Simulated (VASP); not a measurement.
Given:

```
CELL_PARAMETERS angstrom
      3.79920     0.00000     0.00000
      0.00000     3.79920     0.00000
      0.00000     0.00000     3.79920
ATOMIC_POSITIONS crystal
  Ba 0.00000 0.00000 0.00000
  S  0.50000 0.50000 0.50000
```

Calculation: PBEsol GGA, VASP's PBE PAW potentials (set 64) (plane waves; VASP). Numerical set-up: 500 eV cut-off, 7×7×7 Γ-centred mesh, Gaussian smearing of 0.050 eV, potentials Ba_sv S.

Unless said otherwise, spin-orbit coupling is left out, though it shifts the bands of the heavy elements here.

### Question
Predict the energy per atom (σ→0), band gap (on the k-mesh) with the smallest direct gap where there is one.

### Answer

```
Quantity                                      Value
-----------------------------------  --------------
band gap (on the k-mesh)                    1.37 eV
smallest direct gap (on the k-mesh)         1.37 eV
energy per atom (σ→0)                -5.189 eV/atom
```

Only differences to runs with the same potentials and settings are physical.

The structure was generated: BaS was put into the CsCl type type (Pm-3m), which need not be its known phase. It was relaxed first, which changed the volume by -24 %.
